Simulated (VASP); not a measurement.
Output of a VASP run:

### OSZICAR
```
       N       E                     dE             d eps       ncg     rms          rms(c)
DAV:   1     0.156678740168E+02    0.15668E+02   -0.38903E+03   784   0.847E+02
DAV:   2    -0.158791282425E+02   -0.31547E+02   -0.30597E+02  1008   0.111E+02
DAV:   3    -0.168531044343E+02   -0.97398E+00   -0.97398E+00   912   0.261E+01
DAV:   4    -0.168574143588E+02   -0.43099E-02   -0.43099E-02  1240   0.196E+00
DAV:   5    -0.168574204643E+02   -0.61055E-05   -0.61055E-05   952   0.551E-02    0.470E+00
DAV:   6    -0.152514644951E+02    0.16060E+01   -0.10931E+00   792   0.796E+00    0.490E+00
DAV:   7    -0.150815317996E+02    0.16993E+00   -0.49585E-01   776   0.408E+00    0.192E+00
DAV:   8    -0.152195415510E+02   -0.13801E+00   -0.27025E-01   928   0.478E+00    0.164E+00
DAV:   9    -0.152221031339E+02   -0.25616E-02   -0.58893E-02   800   0.262E+00    0.155E-01
DAV:  10    -0.152696652346E+02   -0.47562E-01   -0.13197E-02   784   0.114E+00    0.110E-01
DAV:  11    -0.152745607545E+02   -0.48955E-02   -0.37279E-04  1104   0.220E-01    0.116E-01
DAV:  12    -0.152331133517E+02    0.41447E-01   -0.11732E-02   760   0.115E+00    0.210E-01
DAV:  13    -0.152814392189E+02   -0.48326E-01   -0.27300E-02   752   0.172E+00    0.370E-02
DAV:  14    -0.152814651424E+02   -0.25923E-04   -0.17969E-04  1056   0.144E-01    0.314E-02
DAV:  15    -0.152814756143E+02   -0.10472E-04   -0.13419E-06   896   0.164E-02    0.347E-02
DAV:  16    -0.152814607271E+02    0.14887E-04   -0.19273E-05   776   0.666E-02    0.217E-02
DAV:  17    -0.152814937221E+02   -0.32995E-04   -0.19530E-05   784   0.643E-02    0.630E-02
DAV:  18    -0.152814941532E+02   -0.43106E-06   -0.25098E-06   768   0.235E-02    0.645E-02
DAV:  19    -0.152815061035E+02   -0.11950E-04   -0.36346E-06   776   0.255E-02    0.357E-02
DAV:  20    -0.152814983494E+02    0.77541E-05   -0.10374E-06   784   0.154E-02    0.282E-02
DAV:  21    -0.152815001368E+02   -0.17874E-05   -0.11088E-07   800   0.487E-03    0.252E-02
DAV:  22    -0.152814995679E+02    0.56894E-06   -0.15201E-07   776   0.381E-03    0.995E-03
DAV:  23    -0.152815004538E+02   -0.88594E-06   -0.32197E-08   392   0.168E-03    0.522E-03
DAV:  24    -0.152815001407E+02    0.31309E-06   -0.24122E-08   400   0.126E-03    0.155E-03
DAV:  25    -0.152815006187E+02   -0.47802E-06   -0.26364E-09   384   0.658E-04    0.269E-04
DAV:  26    -0.152815002845E+02    0.33424E-06   -0.27729E-09   400   0.577E-04    0.299E-04
DAV:  27    -0.152815006844E+02   -0.39991E-06   -0.55249E-10   384   0.326E-04    0.377E-04
DAV:  28    -0.152815004960E+02    0.18845E-06   -0.11358E-10   376   0.148E-04    0.168E-04
DAV:  29    -0.152815006017E+02   -0.10573E-06   -0.73059E-11   376   0.102E-04    0.282E-05
DAV:  30    -0.152815005807E+02    0.20974E-07   -0.99602E-12   376   0.385E-05
   1 F= -.15281501E+02 E0= -.15281501E+02  d E =0.000000E+00
       N       E                     dE             ncg
       N       E                     dE             ncg
```

OUTCAR:
```
------------------------ aborting loop because EDIFF is reached ----------------------------------------
  FORCE on cell =-STRESS in cart. coord.  units (eV):
  Direction    XX          YY          ZZ          XY          YZ          ZX
  --------------------------------------------------------------------------------------
  Total        0.0165541      0.0165541      0.0165541      0.0000000      0.0000000     -0.0000000
  in kB        0.7638607      0.7638607      0.7638607      0.0000000      0.0000000     -0.0000000
  external PRESSURE =       0.7638607 kB  Pullay stress =       0.0000000 kB
  volume of cell :       34.72
      direct lattice vectors                 reciprocal lattice vectors
     0.000000000  2.589348016  2.589348016    -0.193098802  0.193098802  0.193098802
     2.589348016  0.000000000  2.589348016     0.193098802 -0.193098802  0.193098802
     2.589348016  2.589348016  0.000000000     0.193098802  0.193098802 -0.193098802
 POSITION                                       TOTAL-FORCE (eV/Angst)
 -----------------------------------------------------------------------------------
      0.00000      0.00000      0.00000        -0.000000      0.000000     -0.000000
      2.58935      2.58935      2.58935         0.000000     -0.000000      0.000000
 -----------------------------------------------------------------------------------
    total drift:                                0.000000      0.000000      0.000000
  FREE ENERGIE OF THE ION-ELECTRON SYSTEM (eV)
  ---------------------------------------------------
  free  energy   TOTEN  =       -15.2815005807 eV

  energy  without entropy=      -15.2815005807  energy(sigma->0) =      -15.28150058

 total charge

# of ion       s       p       d       tot
------------------------------------------
    1        0.126   0.127   0.038   0.291
    2        1.301   2.543   0.000   3.844
--------------------------------------------------
tot          1.427   2.670   0.038   4.135
```
(Selected blocks of OUTCAR.)

File POSCAR:
```
MgS
1
    0.0000000000     2.5893480162     2.5893480162
    2.5893480162     0.0000000000     2.5893480162
    2.5893480162     2.5893480162    -0.0000000000
Mg S
1 1
Direct
  0.0000000000   0.0000000000   0.0000000000
  0.5000000000   0.5000000000   0.5000000000
```

Problem. Write an INCAR and KPOINTS that could have produced this output.

Solution. This is not unique; one that fits is the input of the run itself, r2SCAN+rVV10, plane waves, VASP's PBE PAW potentials (set 64).

**INCAR**
```
# general
SYSTEM    =  MgS
PREC      =  Accurate
ENCUT     =  520
LREAL     =  F   # projection in real space or not
LASPH     =  T

# electronic loop
EDIFF     =  1E-7   # SCF stop (eV)
NELM      =  100   # most electronic steps
ALGO      =  Normal   # blocked Davidson
LMIXTAU   =  T

# smearing
ISMEAR    =  -5   # tetrahedra, Bloechl

# functional
METAGGA   =  R2SCAN
LUSE_VDW  =  T
BPARAM    =  11.95
CPARAM    =  0.0093

# ions
ISIF      =  2

# output
LWAVE     =  F
LCHARG    =  F
LORBIT    =  11
NEDOS     =  601
```

File KPOINTS_OPT:
```
k-points along high-symmetry lines
10
Line-mode
Reciprocal
  0.000000   0.000000   0.000000 ! GAMMA
  0.500000   0.000000   0.500000 ! X

  0.500000   0.000000   0.500000 ! X
  0.625000   0.250000   0.625000 ! U

  0.375000   0.375000   0.750000 ! K
  0.000000   0.000000   0.000000 ! GAMMA

  0.000000   0.000000   0.000000 ! GAMMA
  0.500000   0.500000   0.500000 ! L

  0.500000   0.500000   0.500000 ! L
  0.500000   0.250000   0.750000 ! W

  0.500000   0.250000   0.750000 ! W
  0.500000   0.000000   0.500000 ! X
```

### KPOINTS
```
kpoints
0
gamma
10 10 10
```

POTCAR, in this order: Mg S (PBE.64 set). Program: vasp_std.

The compound is MgS in the rock salt structure. It was relaxed first.
